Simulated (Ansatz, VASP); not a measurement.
# VGe2N4 (VGe2N4 monolayer) in two plane-wave programs, part 2 of 2

One calculation is typed for both programs; each brings its own data sets. How far apart do they land? Of the first pair: The structure shown is the start of the Ansatz relaxation below; VASP solves that cell, so the two are compared at the walk's first step.

VASP 6.6.1 and Ansatz 0.2.0.

So far: Set-up; Ansatz: relaxation, PBE with D3(BJ).

## Step 3: VASP: single point, PBE with D3(BJ), start cell, pair 1

Level of this step: PBE with D3(BJ), spin-polarised from a ferromagnetic start; plane waves and PAW (N, Ge_d, V_sv) (VASP).

The same cell, functional, mesh and smearing now go to VASP, with its own data sets.

Lines of VASP's logs that name or quote its potential files are left out, and so is its time.

The input, INCAR:

```
SYSTEM = VGe2N4
PREC = Accurate
ENCUT = 520
EDIFF = 1E-06
NELM = 200
ISMEAR = -1
SIGMA = 0.05
LREAL = .FALSE.
ALGO = Normal
GGA = PE
IVDW = 12
NBANDS = 42
ISPIN = 2
MAGMOM = 0 -0.05 -0.05 0 0 0 0.76
LASPH = .TRUE.
LMAXMIX = 4
LORBIT = 11
LWAVE = .FALSE.
LCHARG = .FALSE.
ISIF = 2
LDIPOL = .TRUE.
IDIPOL = 3
DIPOL = 0.5 0.5 0.5
LVHAR = .TRUE.
GGA_COMPAT = .FALSE.
NELMDL = -8
KPAR = 2
```

The input, POSCAR:

```
VGe2N4
1.0
    3.0200000000      0.0000000000      0.0000000000
   -1.5100000000      2.6153970000      0.0000000000
    0.0000000000      0.0000000000     45.1757590000
N Ge V
4 2 1
Direct
    0.0000000000      0.0000000000      0.4216863185
    0.3333333333      0.6666666667      0.4754267438
    0.3333333333      0.6666666667      0.5245732341
    0.0000000000      0.0000000000      0.5783136593
    0.3333333333      0.6666666667      0.4346969356
    0.3333333333      0.6666666667      0.5653030423
    0.0000000000      0.0000000000      0.4999999889
```

The input, KPOINTS:

```
Automatic mesh
0
Gamma
12 12 1
0 0 0
```

The projector-augmented-wave data sets are N, Ge_d and V_sv (PBE family, release 64).

On the command line:

```
mpirun -np 2 vasp_std
```

Numbers of over 12 decimals in the logs are rounded to 6 here.

The log of the run:

```text
[banner, memory and clock lines left out]
running    2 mpi-ranks, on    1 nodes
 distrk:  each k-point on    1 cores,    2 groups
 distr:  one band on    1 cores,    1 groups

 POSCAR found type information on POSCAR N GeV
 POSCAR found :  3 types and       7 ions
 LDA part: xc-table for (Slater+PW92), standard interpolation
 POSCAR, INCAR and KPOINTS ok, starting setup
 FFT: planning ... GRIDC
 FFT: planning ... GRID_SOFT
 FFT: planning ... GRID
 WAVECAR not read
 entering main loop
       N       E                     dE             d eps       ncg     rms          rms(c)
DAV:   1     0.686790964411E+03    0.68679E+03   -0.30436E+04  4324   0.178E+03
DAV:   2     0.519130389519E+02   -0.63488E+03   -0.60312E+03  3832   0.537E+02
DAV:   3    -0.597656173371E+02   -0.11168E+03   -0.10960E+03  4554   0.179E+02
DAV:   4    -0.657406589988E+02   -0.59750E+01   -0.59244E+01  4028   0.524E+01
DAV:   5    -0.659753178387E+02   -0.23466E+00   -0.23426E+00  4598   0.930E+00
DAV:   6    -0.659812062297E+02   -0.58884E-02   -0.58844E-02  4774   0.131E+00
DAV:   7    -0.659813543424E+02   -0.14811E-03   -0.14809E-03  4718   0.189E-01
DAV:   8    -0.659813603315E+02   -0.59891E-05   -0.59883E-05  4734   0.344E-02    0.313E+01
DAV:   9    -0.606603985939E+02    0.53210E+01   -0.77988E+01  4166   0.637E+01    0.336E+01
DAV:  10    -0.578681665979E+02    0.27922E+01   -0.14828E+02  3940   0.774E+01    0.192E+01
DAV:  11    -0.539369441468E+02    0.39312E+01   -0.85429E+00  3714   0.188E+01    0.950E+00
DAV:  12    -0.529194005561E+02    0.10175E+01   -0.14943E+00  3936   0.953E+00    0.323E+00
DAV:  13    -0.528820405136E+02    0.37360E-01   -0.37283E-01  3842   0.334E+00    0.209E+00
DAV:  14    -0.528252855996E+02    0.56755E-01   -0.21790E-01  3928   0.320E+00    0.101E+00
[...]
DAV:  35    -0.528742943334E+02   -0.25943E-03   -0.66393E-07  2692   0.385E-03    0.240E-03
DAV:  36    -0.528744269373E+02   -0.13260E-03   -0.72119E-07  2642   0.458E-03    0.135E-03
DAV:  37    -0.528744517924E+02   -0.24855E-04   -0.12820E-07  2706   0.219E-03    0.462E-04
DAV:  38    -0.528744642260E+02   -0.12434E-04   -0.89113E-08  2354   0.111E-03    0.363E-04
DAV:  39    -0.528744709149E+02   -0.66889E-05   -0.78901E-08  2492   0.730E-04    0.316E-04
DAV:  40    -0.528744738059E+02   -0.28910E-05   -0.48607E-08  2442   0.728E-04    0.104E-04
DAV:  41    -0.528744755294E+02   -0.17235E-05   -0.45052E-08  2424   0.530E-04    0.127E-04
DAV:  42    -0.528744758438E+02   -0.31436E-06   -0.93571E-09  2472   0.383E-04
   1 F= -.54500670E+02 E0= -.54498592E+02  d E =-.415667E-02  mag=     0.9839
```

From OUTCAR (step 3):

```text
ion  position               nearest neighbor table
   1  0.000  0.000  0.422-   5 1.84   5 1.84   5 1.84
   2  0.333  0.667  0.475-   5 1.84   7 2.07   7 2.07   7 2.07
   3  0.333  0.667  0.525-   6 1.84   7 2.07   7 2.07   7 2.07
   4  0.000  0.000  0.578-   6 1.84   6 1.84   6 1.84
   5  0.333  0.667  0.435-   2 1.84   1 1.84   1 1.84   1 1.84
   6  0.333  0.667  0.565-   3 1.84   4 1.84   4 1.84   4 1.84
   7  0.000  0.000  0.500-   2 2.07   2 2.07   3 2.07   3 2.07   2 2.07   3 2.07

  LATTYP: Found a hexagonal cell.
 ALAT       =     3.0200000000
 C/A-ratio  =    14.9588605960

 Subroutine GETGRP returns: Found 12 space group operations
 (whereof 12 operations were pure point group operations)

The static configuration has the point symmetry D_3h.

 Found     19 irreducible k-points:

   k-points           NKPTS =     19   k-points in BZ     NKDIM =     19   number of bands    NBANDS=     42

   dimension x,y,z NGX =    24 NGY =   24 NGZ =  336
   dimension x,y,z NGXF=    48 NGYF=   48 NGZF=  672

   ENCUT  =  520.0 eV  38.22 Ry    6.18 a.u.   5.62  5.62 84.00*2*pi/ulx,y,z

   NELECT =      61.0000    total number of electrons

 k-points in reciprocal lattice and weights: Automatic mesh
   0.00000000  0.00000000  0.00000000       0.007
   0.08333333  0.00000000  0.00000000       0.042
   0.16666667 -0.00000000  0.00000000       0.042
   0.25000000  0.00000000  0.00000000       0.042
   0.33333333  0.00000000  0.00000000       0.042
   0.41666667 -0.00000000  0.00000000       0.042
   0.50000000  0.00000000  0.00000000       0.021
   0.08333333  0.08333333  0.00000000       0.042
   0.16666667  0.08333333  0.00000000       0.083
[...]
0.33333333  0.25000000  0.00000000       0.083
   0.33333333  0.33333333  0.00000000       0.014

 dipolmoment           0.000000      0.000000      0.000019 electrons x Angstroem

 average (electrostatic) potential at core
       1 -71.7985       2 -71.4952       3 -71.4951       4 -71.7981       5 -82.6977
       6 -82.6974       7 -84.2561

 E-fermi :  -2.8998

 spin component 1
 k-point     1 :       0.0000    0.0000    0.0000
  band No.  band energies     occupation
    ...
     27      -5.6997      1.00000
     28      -4.9314      1.00000
     29      -4.9314      1.00000
     30      -4.1394      1.00000
     31      -2.9780      0.82695
     32      -0.7271      0.00000
     33      -0.7271      0.00000
     34      -0.6906      0.00000
     35      -0.4701      0.00000
     36      -0.4701      0.00000
    ...

 k-point     2 :       0.0833    0.0000    0.0000
  band No.  band energies     occupation
    ...
     27      -5.8187      1.00000
     28      -5.0860      1.00000
     29      -5.0342      1.00000
     30      -3.9868      1.00000
     31      -2.9574      0.76009
     32      -0.9282      0.00000
     33      -0.8805      0.00000
     34      -0.5994      0.00000
     35      -0.5506      0.00000
     36      -0.0202      0.00000
    ...

 k-point     3 :       0.1667   -0.0000    0.0000
  band No.  band energies     occupation
    ...
     27      -5.8077      1.00000
     28      -5.3439      1.00000
     29      -5.2956      1.00000
     30      -4.0156      1.00000
     31      -3.1954      0.99730
     32      -1.0286      0.00000
     33      -1.0082      0.00000
     34      -0.7759      0.00000
     35      -0.2875      0.00000
     36       0.6730      0.00000
    ...

 k-point     4 :       0.2500    0.0000    0.0000
  band No.  band energies     occupation
    ...
     27      -5.6388      1.00000
     28      -5.6147      1.00000
     29      -5.6068      1.00000
     30      -4.2743      1.00000
     31      -3.5720      1.00000
     32      -1.2122      0.00000
     33      -1.0942      0.00000
     34      -0.8486      0.00000
     35       0.0731      0.00000
     36       0.9478      0.00000
    ...

 k-point     5 :       0.3333    0.0000    0.0000
  band No.  band energies     occupation
    ...
     27      -5.8342      1.00000
     28      -5.5011      1.00000
     29      -5.4305      1.00000
     30      -4.5804      1.00000
     31      -3.7796      1.00000
     32      -1.4873      0.00000
     33      -1.4297      0.00000
     34      -0.5927      0.00000
     35       0.3784      0.00000
     36       0.5909      0.00000
    ...

 k-point     6 :       0.4167   -0.0000    0.0000
  band No.  band energies     occupation
    ...
     27      -5.8210      1.00000
     28      -5.2624      1.00000
     29      -5.2122      1.00000
     30      -4.8575      1.00000
     31      -3.7855      1.00000
     32      -1.7904      0.00000
     33      -1.6954      0.00000
     34      -0.3918      0.00000
     35       0.1691      0.00000
     36       0.5744      0.00000
    ...

 Edisp (eV)   -1.62619

  Total      -2.15247    -2.15248     5.02982    -0.00000     0.00000     0.00000
  in kB      -9.66493    -9.66493    22.58463    -0.00000     0.00000     0.00000
  external pressure =        1.08 kB  Pullay stress =        0.00 kB

  energy-cutoff  :      520.00
  volume of cell :      356.82
      direct lattice vectors                 reciprocal lattice vectors
     3.020000000  0.000000000  0.000000000     0.331125828  0.191175565  0.000000000
    -1.510000000  2.615397000  0.000000000     0.000000000  0.382351131  0.000000000
     0.000000000  0.000000000 45.175759000     0.000000000  0.000000000  0.022135765

 POSITION                                       TOTAL-FORCE (eV/Angst)
 -----------------------------------------------------------------------------------
      0.00000      0.00000     19.05000        -0.000000      0.000000     -0.491114
     -0.00000      1.74360     21.47776        -0.000000     -0.000000      0.195748
     -0.00000      1.74360     23.69799         0.000000     -0.000000     -0.195748
      0.00000      0.00000     26.12576        -0.000000      0.000000      0.491114
     -0.00000      1.74360     19.63776        -0.000000      0.000000     -0.348833
     -0.00000      1.74360     25.53799         0.000000     -0.000000      0.348833
      0.00000      0.00000     22.58788         0.000000     -0.000000      0.000000
 -----------------------------------------------------------------------------------
    total drift:                                0.000001      0.000001      0.005407

  FREE ENERGIE OF THE ION-ELECTRON SYSTEM (eV)
  ---------------------------------------------------
  free  energy   TOTEN  =       -54.5006701284 eV

  energy  without entropy=      -54.4965134570  energy(sigma->0) =      -54.49859179

 vacuum level on the upper side and lower side of the slab         2.756         2.756

 total charge
# of ion       s       p       d       tot
------------------------------------------
    1        1.240   2.554   0.000   3.794
    2        1.257   2.473   0.000   3.730
    3        1.257   2.473   0.000   3.730
    4        1.240   2.554   0.000   3.794
    5        1.025   1.390  10.366  12.781
    6        1.025   1.390  10.366  12.781
    7        2.256   6.271   2.958  11.486
--------------------------------------------------
tot          9.301  19.105  23.690  52.096

 magnetization (x)
# of ion       s       p       d       tot
------------------------------------------
    1        0.001   0.003   0.000   0.003
    2       -0.005  -0.048   0.000  -0.053
    3       -0.005  -0.048   0.000  -0.053
    4        0.001   0.003   0.000   0.003
    5        0.003   0.004   0.000   0.008
    6        0.003   0.004   0.000   0.008
    7        0.012   0.013   0.931   0.956
--------------------------------------------------
tot          0.010  -0.070   0.932   0.872

[... 6 further parts left out ...]
```

The cell holds one magnetic atom, so no antiferromagnetic order fits into it.

## Step 4: Differences

Known differences besides the potentials themselves: VASP starts from the moments at which Ansatz ended; Ansatz cuts the interaction across the vacuum, VASP repeats the sheet with a dipole correction; the cutoff is 420 eV in Ansatz and 520 eV in VASP. Total energies have different zeros and are not compared.

Forces (eV/Å; atoms numbered as in POSCAR):

```tsv
atom	Ansatz x, y, z	VASP x, y, z
N1	0.000, 0.000, -0.527	0.000, 0.000, -0.491
N2	0.000, 0.000, 0.262	0.000, 0.000, 0.196
N3	0.000, 0.000, -0.262	0.000, 0.000, -0.196
N4	0.000, 0.000, 0.527	0.000, 0.000, 0.491
Ge5	0.000, 0.000, -0.340	0.000, 0.000, -0.349
Ge6	0.000, 0.000, 0.340	0.000, 0.000, 0.349
V7	0.000, 0.000, 0.000	0.000, 0.000, 0.000
```

The forces differ by 23 meV/Å r.m.s., which is 12.0 % of the r.m.s. force of 0.195 eV/Å (both taken over all components). Moments aren't recorded for both runs of this pair, so they may hold unlike magnetic states. With vacuum in the cell, a pressure given here is an average over mostly empty space and none of the material.

## Step 5: Ansatz: relaxation, PBE with D3(BJ)

This run makes the geometry at which the two programs are then compared.

The structure compared here is the end of the Ansatz relaxation.

The input, input.yaml:

```yaml
crystal:
  lattice:
    - [3.02, 0.0, 0.0]
    - [-1.51, 2.6153967194, 0.0]
    - [0.0, 0.0, 45.1757585684]
  atoms:
    - { symbol: "N", position: [0.0, 0.0, 0.4216863336] }
    - { symbol: Ge, position: [0.3333333333, 0.6666666667, 0.4346969425] }
    - { symbol: "N", position: [0.3333333333, 0.6666666667, 0.4754267511] }
    - { symbol: V, position: [0.0, 0.0, 0.5], spin: 1.0 }
    - { symbol: "N", position: [0.3333333333, 0.6666666667, 0.5245732489] }
    - { symbol: Ge, position: [0.3333333333, 0.6666666667, 0.5653030575] }
    - { symbol: "N", position: [0.0, 0.0, 0.5783136664] }
  periodic: [true, true, false]
magnetization:
  spin_polarized: true
kpoints:
  mp_grid: { grid: [12, 12, 1] }
hamiltonian:
  xc: pbe
  dispersion: d3bj
scf:
  occupations: { method: fermi_dirac, width: 0.05 }
  convergence: { dr2_threshold: 1.0e-09 }
relax:
  f_tol: 0.004
  max_steps: 90
  cell: {}
output:
  write_potential: true
  write_density: true
  volumetric_format: npy
```

On the command line:

```
ansatz run input.yaml --threads 4 --pin off --max-ram 6144MiB --backend cpu --events-out ev --progress --plain --runs-dir out
```

The log of the run:

```text
[...]
Crystal: 7 atoms, lattice volume = 356.821 Å³
Basis set: ecut = 420 eV, 6859 PW (Γ), exchange–correlation on 48×48×640 points (8 copies of the dense FFT grid, shifted against one another)
Bands: 38, of which v1, the nominal top of the filled ones, is band 31 counted from 1 (30 counted from 0)
[...]
- { symbol: Ge, position: [0.333333, 0.666667, 0.433373] }
    - { symbol: N, position: [0.333333, 0.666667, 0.474933] }
    - { symbol: V, position: [1.0573552618554993e-17, -5.135725556199064e-17, 0.500000] }
    - { symbol: N, position: [0.333333, 0.666667, 0.525067] }
    - { symbol: Ge, position: [0.333333, 0.666667, 0.566627] }
    - { symbol: N, position: [9.826526687638938e-18, -5.135725556199064e-17, 0.581013] }
[key lines of the parts left out:]
SCF converged after 6 iterations
Magnetization: 0.9666 μB (30.9833 up, 30.0167 down)
Free energy (F): -13041.451665 eV
Fermi energy:    -5.837238 eV
P = ½ c Tr σ = -0.0071 N/m
```

## Step 6: VASP: single point, PBE with D3(BJ), relaxed cell, pair 2

The same cell, functional, mesh and smearing now go to VASP, with its own data sets.

INCAR is that of step 3.

The input, POSCAR:

```
VGe2N4
1.0
    2.9841861693      0.0000000000      0.0000000000
   -1.4920930847      2.5843810322      0.0000000000
    0.0000000000      0.0000000000     45.1757585684
N Ge V
4 2 1
Direct
    0.0000000000      0.0000000000      0.4189874871
    0.3333333333      0.6666666667      0.4749328775
    0.3333333333      0.6666666667      0.5250671225
    0.0000000000      0.0000000000      0.5810125129
    0.3333333333      0.6666666667      0.4333732719
    0.3333333333      0.6666666667      0.5666267281
    0.0000000000      0.0000000000      0.5000000000
```

KPOINTS is that of step 3.

On the command line:

```
mpirun -np 2 vasp_std
```

The log of the run:

```text
[... set-up lines as in an earlier step ...]
 entering main loop
       N       E                     dE             d eps       ncg     rms          rms(c)
DAV:   1     0.682502039673E+03    0.68250E+03   -0.30572E+04  4376   0.180E+03
DAV:   2     0.521938948670E+02   -0.63031E+03   -0.59782E+03  3826   0.549E+02
DAV:   3    -0.590972996678E+02   -0.11129E+03   -0.10861E+03  4544   0.179E+02
DAV:   4    -0.654079286835E+02   -0.63106E+01   -0.62604E+01  4058   0.539E+01
[...]
DAV:  39    -0.529612541773E+02   -0.51415E-05   -0.53307E-08  2424   0.825E-04    0.219E-04
DAV:  40    -0.529612564716E+02   -0.22944E-05   -0.38077E-08  2438   0.589E-04    0.972E-05
DAV:  41    -0.529612573453E+02   -0.87371E-06   -0.21481E-08  2466   0.452E-04
   1 F= -.54599223E+02 E0= -.54596406E+02  d E =-.563377E-02  mag=     0.9669
```

OUTCAR, selected parts (step 6):

```text
 Edisp (eV)   -1.63797

  Total      -0.07035    -0.07035    -0.09126     0.00000     0.00000     0.00000
  in kB      -0.32352    -0.32352    -0.41966     0.00000     0.00000     0.00000
  external pressure =       -0.36 kB  Pullay stress =        0.00 kB

 POSITION                                       TOTAL-FORCE (eV/Angst)
 -----------------------------------------------------------------------------------
      0.00000      0.00000     18.92808         0.000000     -0.000000      0.043201
     -0.00000      1.72292     21.45545        -0.000000     -0.000000     -0.058097
     -0.00000      1.72292     23.72031        -0.000000     -0.000000      0.058097
      0.00000      0.00000     26.24768         0.000000     -0.000000     -0.043201
     -0.00000      1.72292     19.57797        -0.000000      0.000000     -0.025478
     -0.00000      1.72292     25.59779         0.000000      0.000000      0.025478
      0.00000      0.00000     22.58788        -0.000000     -0.000000      0.000000
 -----------------------------------------------------------------------------------
    total drift:                                0.000001     -0.000001     -0.000000

  FREE ENERGIE OF THE ION-ELECTRON SYSTEM (eV)
  ---------------------------------------------------
  free  energy   TOTEN  =       -54.5992232598 eV

  energy  without entropy=      -54.5935894878  energy(sigma->0) =      -54.59640637

 magnetization (x)
# of ion       s       p       d       tot
------------------------------------------
    1        0.000   0.002   0.000   0.003
    2       -0.004  -0.046   0.000  -0.051
    3       -0.004  -0.046   0.000  -0.051
    4        0.000   0.002   0.000   0.003
    5        0.003   0.005   0.001   0.008
    6        0.003   0.005   0.001   0.008
    7        0.010   0.014   0.910   0.934
--------------------------------------------------
tot          0.008  -0.065   0.911   0.855

[... 1 part as in an earlier step ...]

[... 2 further parts left out ...]
[key lines of the parts left out:]
E-fermi :  -2.9956
```

## Step 7: Differences

What differs besides the data sets and the points named for the pairs above, as far as they apply: site moments are counted in spheres of each program's own size. Total energies have different zeros and are not compared.

Compared:

```tsv
quantity	Ansatz	VASP	difference
total moment (μB)	0.97	0.97	0.00
moment on V7 (μB)	0.76	0.93	-0.18
moment on N2 (μB)	-0.05	-0.05	0.00
moment on N3 (μB)	-0.05	-0.05	0.00
```

Forces (eV/Å; atoms numbered as in POSCAR):

```tsv
atom	Ansatz x, y, z	VASP x, y, z
N1	0.000, 0.000, 0.001	0.000, 0.000, 0.043
N2	0.000, 0.000, 0.000	0.000, 0.000, -0.058
N3	0.000, 0.000, 0.000	0.000, 0.000, 0.058
N4	0.000, 0.000, -0.001	0.000, 0.000, -0.043
Ge5	0.000, 0.000, -0.001	0.000, 0.000, -0.025
Ge6	0.000, 0.000, 0.001	0.000, 0.000, 0.025
V7	0.000, 0.000, 0.000	0.000, 0.000, 0.000
```

The forces differ by 23 meV/Å r.m.s., where the r.m.s. force is 0.000 eV/Å in Ansatz and 0.024 eV/Å in VASP: the atoms lie near their places of rest in Ansatz, so a percentage would say little (all taken over all components). With vacuum in the cell, a pressure given here is an average over mostly empty space and none of the material.

## Step 8: Results

```yaml
r_m_s_force_difference_single_point_pbe_with_d3_bj_start_cell_pair_1: 23 meV/Å
r_m_s_force_difference_single_point_pbe_with_d3_bj_relaxed_cell_pair_2: 23 meV/Å
```

The r.m.s. force difference is 23 meV/Å (single point, PBE with D3(BJ), start cell, pair 1), beyond the 12 meV/Å picked in this series as the mark of a large difference. What causes the difference of the single point, PBE with D3(BJ), start cell, pair 1 pair stays open here. What causes the difference of the single point, PBE with D3(BJ), relaxed cell, pair 2 pair stays open here. Such differences can come from data sets, numerical settings and the points named under the comparisons, not from the functional's error against experiment.

[Lines on the potential files, build, host, timing and source positions are cut from VASP's logs without a mark.]

[Logs are printed without paths, hosts, clocks, repeated set-up lines and the standing remarks that a program may print on its own settings, such as how far it seeks lower states.]

[Hosts, paths, dates, database ids (printed as entryN), source tags and the programs' standing remarks are cut or masked in the printed files.]
